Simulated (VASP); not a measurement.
# B2C (C2) in VASP: band structure with PBE

Aim: the band structure of B2C with PBE.

All numbers are computed with VASP 6.6.1; they aren't measurements. Logs are shortened: lines on timing, memory, paths and dates and some standing lists are left out, and cuts for length are marked.

### Step 1. The crystal as given

Symmetry: C2, No. 5, monoclinic system. Conventional cell: a = 12.067 Å, b = 3.880 Å, c = 3.869 Å, α = 90.00°, β = 94.20°, γ = 90.00°. B (site symmetry 1) is surrounded by 2 C at 1.53 to 1.58 Å. Around B (site symmetry 1) lie 2 C at 1.58 to 1.64 Å. Around B (site symmetry 1) lie 2 C at 1.61 Å and 2 B at 1.82 Å. B (site symmetry 1) has 2 C at 1.56 Å as nearest neighbours. Around C (site symmetry 2) lie 4 B at 1.58 Å. C (site symmetry 2) is surrounded by 4 B at 1.53 to 1.64 Å. C (site symmetry 1) has 4 B at 1.56 to 1.61 Å as nearest neighbours.

The cell was built by a generator and needn't be a form met in nature.

### Step 2. Band structure, PBE

INCAR

```
PREC = Accurate
ENCUT = 520
EDIFF = 1E-6
ISMEAR = 0
SIGMA = 0.1
LREAL = F
LASPH = T
NELM = 60
ALGO = Fast
ISIF = 2
LWAVE = F
LCHARG = F
GGA = PE
NBANDS = 32
KPAR = 2
```

KPOINTS

```
regular mesh
0
Gamma
  8 8 8
```

POSCAR

```
B2C
1.0
    6.0335820000     -1.9402000000      0.0000000000
    6.0335820000      1.9402000000      0.0000000000
   -0.2835600000      0.0000000000      3.8585000000
B C
8 4
Direct
    0.3088970000      0.5880600000      0.1692590000
    0.6746220000      0.1927910000      0.7909040000
    0.8072090000      0.3253780000      0.2090960000
    0.4119400000      0.6911030000      0.8307410000
    0.3440000000      0.2915590000      0.9745530000
    0.7082790000      0.8965710000      0.5844240000
    0.7084410000      0.6560000000      0.0254470000
    0.1034290000      0.2917210000      0.4155760000
    0.0336040000      0.9663960000      0.0000000000
    0.5312020000      0.4687980000      0.5000000000
    0.4799370000      0.0166980000      0.2496360000
    0.9833020000      0.5200630000      0.7503640000
```

KPOINTS_OPT

```
path GYFLI,I1ZHF1,H1Y1XGN,MG
20
line-mode
reciprocal
 0.0000000000  0.0000000000  0.0000000000  G
 0.4961472900  0.4961472900 -0.9662928266  Y

 0.4961472900  0.4961472900 -0.9662928266  Y
-1.6192696184 -1.6192696184 -1.3098500801  F

-1.6192696184 -1.6192696184 -1.3098500801  F
 0.5000000000  0.5000000000 -0.5000000000  L

 0.5000000000  0.5000000000 -0.5000000000  L
 0.7299505681  0.2700494319 -0.5000000000  I

 0.2700494319 -0.2700494319  0.5000000000  I1
 0.0000000000  0.0000000000  0.5000000000  Z

 0.0000000000  0.0000000000  0.5000000000  Z
 2.6115641985  2.6115641985  0.3772644270  H

 2.6115641985  2.6115641985  0.3772644270  H
 2.6192696184  2.6192696184  0.3098500801  F1

-1.6115641985 -2.6115641985 -0.3772644270  H1
 0.5038527100 -0.4961472900 -0.0337071734  Y1

 0.5038527100 -0.4961472900 -0.0337071734  Y1
 0.5000000000 -0.5000000000  0.0000000000  X

 0.5000000000 -0.5000000000  0.0000000000  X
 0.0000000000  0.0000000000  0.0000000000  G

 0.0000000000  0.0000000000  0.0000000000  G
 0.5000000000  0.0000000000 -0.5000000000  N

 0.5000000000  0.0000000000  0.0000000000  M
 0.0000000000  0.0000000000  0.0000000000  G
```

Potentials or basis: VASP PAW PBE potentials, release 64 (B, C).

The run is started by

```bash
cat potpaw_PBE.64/B/POTCAR potpaw_PBE.64/C/POTCAR > POTCAR
mpirun -np 2 vasp_std > vasp.out
```

OUTCAR:

```text
PREC = Accurate
   ENCUT = 520
   EDIFF = 1E-6
   ISMEAR = 0
   LREAL = F
   LASPH = T
   NELM = 60
   ISIF = 2
   GGA = PE

 ion  position               nearest neighbor table
   1  0.309  0.588  0.169-  10 1.53   9 1.58   5 1.82   4 1.87   3 2.05   2 2.08
   2  0.675  0.193  0.791-   9 1.58  10 1.64   5 1.82   6 1.84   4 2.05   1 2.08
   3  0.807  0.325  0.209-   9 1.58  10 1.64   7 1.82   8 1.84   1 2.05   4 2.08
   4  0.412  0.691  0.831-  10 1.53   9 1.58   7 1.82   1 1.87   2 2.05   3 2.08
   5  0.344  0.292  0.975-  12 1.61  11 1.61   1 1.82   2 1.82   6 2.11
   6  0.708  0.897  0.584-  11 1.56  12 1.56   2 1.84   5 2.11
   7  0.708  0.656  0.025-  11 1.61  12 1.61   4 1.82   3 1.82   8 2.11
   8  0.103  0.292  0.416-  12 1.56  11 1.56   3 1.84   7 2.11
   9  0.034  0.966  0.000-   1 1.58   4 1.58   3 1.58   2 1.58
  10  0.531  0.469  0.500-   1 1.53   4 1.53   3 1.64   2 1.64
  11  0.480  0.017  0.250-   6 1.56   8 1.56   7 1.61   5 1.61
  12  0.983  0.520  0.750-   8 1.56   6 1.56   5 1.61   7 1.61

  LATTYP: Found a base centered monoclinic cell.
 ALAT       =    12.0671640000
 B/A-ratio  =     0.3215668570
 C/A-ratio  =     0.3206143000
 COS(beta)  =    -0.0732920491

  Lattice vectors:

 A1 = (   6.0335820000,  -1.9402000000,   0.0000000000)
 A2 = (   6.0335820000,   1.9402000000,   0.0000000000)
 A3 = (  -0.2835600000,   0.0000000000,   3.8585000000)

Analysis of symmetry for initial positions (statically):
=====================================================================
 Subroutine PRICEL returns:
 Original cell was already a primitive cell.

 Routine SETGRP: Setting up the symmetry group for a
 base centered monoclinic supercell.

 Subroutine GETGRP returns: Found  2 space group operations
 (whereof  2 operations were pure point group operations)
 out of a pool of  4 trial point group operations.

The static configuration has the point symmetry C_2 .

Analysis of symmetry for dynamics (positions and initial velocities):
=====================================================================
 Subroutine PRICEL returns:
 Original cell was already a primitive cell.

 Routine SETGRP: Setting up the symmetry group for a
 base centered monoclinic supercell.

 Subroutine GETGRP returns: Found  2 space group operations
 (whereof  2 operations were pure point group operations)
 out of a pool of  4 trial point group operations.

The dynamic configuration has the point symmetry C_2 .

 Subroutine INISYM returns: Found  2 space group operations
 (whereof  2 operations are pure point group operations),
 and found     1 'primitive' translations

----------------------------------------------------------------------------------------

                                     Primitive cell

  volume of cell :      90.3379

  direct lattice vectors                    reciprocal lattice vectors
     6.033582000 -1.940200000  0.000000000     0.082869513 -0.257705391  0.006090055
     6.033582000  1.940200000  0.000000000     0.082869513  0.257705391  0.006090055
    -0.283560000  0.000000000  3.858500000     0.000000000  0.000000000  0.259168070

  length of vectors
     6.337861452  6.337861452  3.868905339     0.270770223  0.270770223  0.259168070

  position of ions in fractional coordinates (direct lattice)
     0.308897000  0.588060000  0.169259000
     0.674622000  0.192791000  0.790904000
     0.807209000  0.325378000  0.209096000
     0.411940000  0.691103000  0.830741000
     0.344000000  0.291559000  0.974553000
     0.708279000  0.896571000  0.584424000
     0.708441000  0.656000000  0.025447000
     0.103429000  0.291721000  0.415576000
     0.033604000  0.966396000  0.000000000
     0.531202000  0.468798000  0.500000000
     0.479937000  0.016698000  0.249636000
     0.983302000  0.520063000  0.750364000

  ion indices of the primitive-cell ions
   primitive index   ion index
                 1           1
                 2           2
                 3           3
                 4           4
                 5           5
                 6           6
                 7           7
                 8           8
                 9           9
                10          10
                11          11
                12          12

----------------------------------------------------------------------------------------

 KPOINTS: regular mesh

Automatic generation of k-mesh.
 Grid dimensions read from file:
 generate k-points for:    8    8    8

 Generating k-lattice:

  Cartesian coordinates                     Fractional coordinates (reciprocal lattice)
     0.010358689 -0.032213174  0.000761257     0.125000000  0.000000000  0.000000000
     0.010358689  0.032213174  0.000761257     0.000000000  0.125000000  0.000000000
     0.000000000  0.000000000  0.032396009     0.000000000  0.000000000  0.125000000

  Length of vectors
     0.033846278  0.033846278  0.032396009

  Shift w.r.t. Gamma in fractional coordinates (k-lattice)
     0.000000000  0.000000000  0.000000000

 Subroutine IBZKPT returns following result:
 ===========================================

 Found    150 irreducible k-points:

 Following reciprocal coordinates:
            Coordinates               Weight
  0.000000  0.000000  0.000000      1.000000
  0.125000 -0.000000  0.000000      4.000000
  0.250000 -0.000000  0.000000      4.000000
  0.375000 -0.000000  0.000000      4.000000
  0.500000 -0.000000  0.000000      2.000000
  0.125000  0.125000  0.000000      2.000000
[... 16 lines left out ...]
  0.125000 -0.000000  0.125000      4.000000
  0.250000 -0.000000  0.125000      4.000000
 [... further k-points ...]
   k-points           NKPTS =    150   k-points in BZ     NKDIM =    150   number of bands    NBANDS=     32
   number of dos      NEDOS =    301   number of ions     NIONS =     12
   total plane-waves  NPLWV =  69120
   dimension x,y,z NGX =    48 NGY =   48 NGZ =   30
   dimension x,y,z NGXF=    96 NGYF=   96 NGZF=   60
   ions per type =               8   4
   NGX,Y,Z   is equivalent  to a cutoff of  12.59, 12.59, 12.89 a.u.
   NGXF,Y,Z  is equivalent  to a cutoff of  25.18, 25.18, 25.78 a.u.
 SYSTEM =  unknown system
   PREC   = accura    normal or accurate (medium, high low for compatibility)
   ISTART =      0    job   : 0-new  1-cont  2-samecut
   ICHARG =      2    charge: 1-file 2-atom 10-const
   ISPIN  =      1    spin polarized calculation?
   LNONCOLLINEAR =      F non collinear calculations
   LSORBIT =      F    spin-orbit coupling
   LASPH  =      T    aspherical Exc in radial PAW
   ENCUT  =  520.0 eV  38.22 Ry    6.18 a.u.  11.78 11.78  7.19*2*pi/ulx,y,z
   NELM   =     60;   NELMIN=  2; NELMDL= -5     # of ELM steps
   EDIFF  = 0.1E-05   stopping-criterion for ELM
   LREAL  =      F    real-space projection
   EDIFFG = 0.1E-04   stopping-criterion for IOM
   NSW    =      0    number of steps for IOM
   IBRION =     -1    ionic relax: 0-MD 1-quasi-New 2-CG
   NFREE  =      0    steps in history (QN), initial steepest desc. (CG)
   ISIF   =      2    stress and relaxation
   ISYM   =      2    0-nonsym 1-usesym 2-fastsym
   POTIM  = 0.5000    time-step for ionic-motion
   TEBEG  =    0.0;   TEEND  =   0.0 temperature during run
   PSTRESS=    0.0 pullay stress
   NELECT =      40.0000    total number of electrons
   NUPDOWN=      -1.0000    fix difference up-down
   EMIN   =  10.00;   EMAX   =-10.00  energy-range for DOS
   EFERMI =   0.00;   METHOD = LEGACY
   ISMEAR =     0;   SIGMA  =   0.10  broadening in eV -4-tet -1-fermi 0-gaus
   EFERMI_NEDOS =   21; number of points for ismear=-14 and -15
   IALGO  =     68    algorithm
   IMIX   =      4    mixing-type and parameters
     AMIX     =   0.40;   BMIX     =  1.00
     AMIX_MAG =   1.60;   BMIX_MAG =  1.00
  volume/ion in A,a.u.               =       7.53        50.80
  Fermi-wavevector in a.u.,A,eV,Ry     =   1.247780  2.357963 21.183664  1.556955
  Thomas-Fermi vector in A             =   2.381897
   LORBIT       =      0    0 simple, 1 ext, 2 COOP (PROOUT), +10 PAW based schemes
   GGA     = PE    functional components
   LHFCALC =     F    Hartree Fock is set to
   AEXX    =    0.0000 exact exchange contribution
   IVDW    =     0    specifies the selected vdW correction
   LEPSILON=     F    determine dielectric tensor
   LRPA    =     F    only Hartree local field effects (RPA)
 non-spin polarized calculation
 RMM-DIIS sequential band-by-band and
 Gauss-broadening in eV      SIGMA  =   0.10
  energy-cutoff  :      520.00
  volume of cell :       90.34
 maximum number of plane-waves:      2452
   NGX = 23   NGY = 23   NGZ = 15

 number of electron      39.9999998 magnetization

 Free energy of the ion-electron system (eV)
  ---------------------------------------------------
  ext. energy  EPLUGINS =         0.00000000
  ---------------------------------------------------
  free energy    TOTEN  =       -87.30706684 eV

  energy without entropy =      -87.29809455  energy(sigma->0) =      -87.30258070

 E-fermi :   5.1058     XC(G=0): -11.4544

 val. band max:        5.0921671635   @ k =   0.3750  -0.0000   0.0000
 cond. band min:       5.1246135110   @ k =  -0.2500   0.2500   0.5000
 fundamental gap:      0.0324463475
 Fermi energy:         5.1058128574

 k-point     1 :       0.0000    0.0000    0.0000
  band No.  band energies     occupation
      1     -10.9506      2.00000
      2      -9.3274      2.00000
      3      -5.4871      2.00000
      4      -5.4015      2.00000
      5      -5.3097      2.00000
      6      -2.5074      2.00000
[... 24 lines left out ...]
     31      14.1377      0.00000
     32      14.5421      0.00000

 k-point     2 :       0.1250   -0.0000    0.0000
  band No.  band energies     occupation
      1     -10.8317      2.00000
      2      -9.2496      2.00000
      3      -5.8534      2.00000
      4      -5.6965      2.00000
      5      -5.1525      2.00000
      6      -2.8775      2.00000
[... 24 lines left out ...]
     31      14.0893      0.00000
     32      14.7976      0.00000
[... 733 lines left out ...]
     31      13.9804      0.00000
     32      14.4631      0.00000

 k-point    24 :       0.2500   -0.0000    0.1250
  band No.  band energies     occupation
      1     -10.3618      2.00000
      2      -8.9408      2.00000
      3      -6.8326      2.00000
      4      -6.3363      2.00000
      5      -4.7113      2.00000
      6      -3.8752      2.00000
[... 24 lines left out ...]
     31      14.5371      0.00000
     32      14.9127      0.00000

 [... further k-points ...]

------------------------ aborting loop because EDIFF is reached ----------------------------------------

  FORCE on cell =-STRESS in cart. coord.  units (eV):
  Direction    XX          YY          ZZ          XY          YZ          ZX
  --------------------------------------------------------------------------------------
  -------------------------------------------------------------------------------------
  Total       -0.0707632      0.0708503     -0.0205948      0.0000000      0.0000000     -0.0131679
  in kB       -1.2550116      1.2565574     -0.3652571      0.0000000      0.0000000     -0.2335381
  external PRESSURE =      -0.1212371 kB  Pullay stress =       0.0000000 kB

 VOLUME and BASIS-vectors are now :
 -----------------------------------------------------------------------------
  energy-cutoff  :      520.00
  volume of cell :       90.34
      direct lattice vectors                 reciprocal lattice vectors
     6.033582000 -1.940200000  0.000000000     0.082869513 -0.257705391  0.006090055
     6.033582000  1.940200000  0.000000000     0.082869513  0.257705391  0.006090055
    -0.283560000  0.000000000  3.858500000     0.000000000  0.000000000  0.259168070

 POSITION                                       TOTAL-FORCE (eV/Angst)
 -----------------------------------------------------------------------------------
      5.36387      0.54163      0.65309         0.038927      0.061721      0.014172
      5.00934     -0.93485      3.05170         0.012600      0.013883     -0.012594
      6.77427     -0.93485      0.80680        -0.012600      0.013883      0.012594
      6.41974      0.54163      3.20541        -0.038927      0.061721     -0.014172
      3.55835     -0.10175      3.76031        -0.022362     -0.006959      0.003346
      9.51727      0.36532      2.25500        -0.010365     -0.011190      0.010505
      8.22525     -0.10175      0.09819         0.022362     -0.006959     -0.003346
      2.26633      0.36532      1.60350         0.010365     -0.011190     -0.010505
      6.03358      1.80980      0.00000         0.000000     -0.110750      0.000000
      5.89180     -0.12108      1.92925        -0.000000      0.002866      0.000000
      2.92570     -0.89878      0.96322        -0.003940     -0.003513      0.004578
      8.85790     -0.89878      2.89528         0.003940     -0.003513     -0.004578
 -----------------------------------------------------------------------------------
    total drift:                                0.000000      0.000026     -0.000000

  FREE ENERGIE OF THE ION-ELECTRON SYSTEM (eV)
  ---------------------------------------------------
  free  energy   TOTEN  =       -87.3070668379 eV

  energy  without entropy=      -87.2980945543  energy(sigma->0) =      -87.30258070
```

It took 5 min on 2 MPI ranks of Intel Xeon 6975P-C (Granite Rapids), shared host; peak memory 0.65 GiB.

What came out:

```yaml
Free_energy: -87.3071 eV
Pressure: 0.0 GPa
Largest_force: 0.111 eV/Å
Band_gap_along_the_path: none (metal or under the smearing width)
```

Forces in eV/Å, atoms in the order of the input:
```
B    0.039  0.062  0.014
B    0.013  0.014 -0.013
B   -0.013  0.014  0.013
B   -0.039  0.062 -0.014
B   -0.022 -0.007  0.003
B   -0.010 -0.011  0.011
B    0.022 -0.007 -0.003
B    0.010 -0.011 -0.011
C    0.000 -0.111  0.000
C    0.000  0.003  0.000
C   -0.004 -0.004  0.005
C    0.004 -0.004 -0.005
```

Levels at the corners of the path, in eV from the Fermi level:
| point | band 17 | band 18 | band 19 | band 20 | band 21 | band 22 | band 23 | band 24 |
| --- | --- | --- | --- | --- | --- | --- | --- | --- |
| Γ | -2.56 | -2.25 | -2.19 | -1.32 | -1.05 | 2.55 | 2.61 | 5.06 |
| Y | -2.14 | -1.93 | -1.61 | -1.42 | 0.79 | 1.82 | 2.85 | 4.02 |
| Y | -2.14 | -1.93 | -1.61 | -1.42 | 0.79 | 1.82 | 2.85 | 4.02 |
| F | -2.51 | -2.02 | -1.64 | -0.96 | 0.33 | 2.16 | 3.00 | 4.45 |
| F | -2.51 | -2.02 | -1.64 | -0.96 | 0.33 | 2.16 | 3.00 | 4.45 |
| L | -1.73 | -1.47 | -1.43 | -0.79 | 0.90 | 1.94 | 3.17 | 4.18 |
| L | -1.73 | -1.47 | -1.43 | -0.79 | 0.90 | 1.94 | 3.17 | 4.18 |
| I | -1.64 | -0.53 | 0.09 | 0.83 | 0.87 | 2.63 | 4.51 | 5.92 |
| I1 | -1.64 | -0.53 | 0.09 | 0.83 | 0.87 | 2.63 | 4.51 | 5.92 |
| Z | -1.82 | -1.63 | -1.11 | -0.80 | 0.79 | 1.76 | 3.08 | 4.59 |
| Z | -1.82 | -1.63 | -1.11 | -0.80 | 0.79 | 1.76 | 3.08 | 4.59 |
| H | -2.03 | -1.86 | -1.48 | -0.85 | 0.54 | 2.06 | 3.17 | 4.31 |
| H | -2.03 | -1.86 | -1.48 | -0.85 | 0.54 | 2.06 | 3.17 | 4.31 |
| F1 | -2.51 | -2.02 | -1.64 | -0.96 | 0.33 | 2.16 | 3.00 | 4.45 |
| H1 | -2.03 | -1.86 | -1.48 | -0.85 | 0.54 | 2.06 | 3.17 | 4.31 |
| Y1 | -2.14 | -1.93 | -1.61 | -1.42 | 0.79 | 1.82 | 2.85 | 4.02 |
| Y1 | -2.14 | -1.93 | -1.61 | -1.42 | 0.79 | 1.82 | 2.85 | 4.02 |
| X | -2.14 | -1.91 | -1.59 | -1.40 | 0.79 | 1.79 | 2.86 | 4.01 |
| X | -2.14 | -1.91 | -1.59 | -1.40 | 0.79 | 1.79 | 2.86 | 4.01 |
| Γ | -2.56 | -2.25 | -2.19 | -1.32 | -1.05 | 2.55 | 2.61 | 5.06 |
| Γ | -2.56 | -2.25 | -2.19 | -1.32 | -1.05 | 2.55 | 2.61 | 5.06 |
| N | -1.63 | -0.74 | -0.19 | 0.68 | 0.99 | 2.69 | 4.48 | 6.16 |
| M | -1.68 | -1.43 | -1.33 | -0.24 | 0.10 | 2.20 | 2.63 | 4.71 |
| Γ | -2.56 | -2.25 | -2.19 | -1.32 | -1.05 | 2.55 | 2.61 | 5.06 |
